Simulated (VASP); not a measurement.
The system is Cd4TeO3.

```xyz
8
Lattice="5.1990 0.0000 0.0000 -2.5995 4.5025 0.0000 0.0000 0.0000 7.7507" Properties=species:S:1:pos:R:3 pbc="T T T"
Cd    0.0000    0.0000    5.6039
Cd    0.0000    0.0000    2.1468
Cd    0.0000    3.0017    0.0000
Cd    2.5995    1.5008    0.0000
Te    0.0000    0.0000    0.0000
O     0.0000    3.0017    3.8754
O     2.5995    1.5008    3.8754
O     0.0000    0.0000    3.8754
```

The cell was built by a generator and needn't be a form met in nature.

| Property | Result |
| --- | --- |
| Program | VASP 6.6.1 |
| Task | relaxation of cell and atoms |
| Functional | PBE |
| Potentials or basis | VASP PAW PBE potentials, release 64 (Cd, Te, O) |
| Cutoff | 520 eV |
| k mesh | 3 × 3 × 2 |
| Occupations | gaussian, width 0.15 eV |
| Spin | no spin polarisation |

At the start: pressure 22.1 GPa; volume 22.68 Å³/atom.

Q: Where does the relaxation end?

A: Over 8 steps the energy falls by 651.0 meV/atom and the volume is 28.26 Å³/atom (+24.6 %); space group P6/mmm (No. 191, to 0.05 Å).

The path:
```tsv
step	energy change (eV)	largest force (eV/Å)	pressure (GPa)	volume (Å³)
1	0.0000	3.8758	22.05	181.43
2	-3.4441	1.7562	-6.20	267.45
3	-5.1782	0.7287	0.02	224.61
4	-5.1825	0.7847	-0.38	226.55
5	-5.1818	0.7535	-0.24	225.62
6	-5.1993	0.2122	0.35	224.05
7	-5.2016	0.0762	0.38	224.43
8	-5.2082	0.0068	-0.11	226.06
```

Final structure:
```
Cd Te O
1.0
     5.26521    0.00000    0.00000
    -2.63260    4.55980    0.00000
     0.00000    0.00000    9.41587
Cd Te O
4 1 3
Cartesian
  0.0000 0.0000 6.6247
  2.6326 4.5598 2.7911
  0.0000 3.0399 9.4159
  2.6326 1.5199 0.0000
  0.0000 0.0000 0.0000
  0.0000 3.0399 4.7079
  2.6326 1.5199 4.7079
  0.0000 0.0000 4.7079
```

Caveat: the k mesh is coarse (spacing up to 0.47 Å⁻¹), so the values aren't converged; the volume moved by over 15 % at a fixed basis, so the end points are rough.
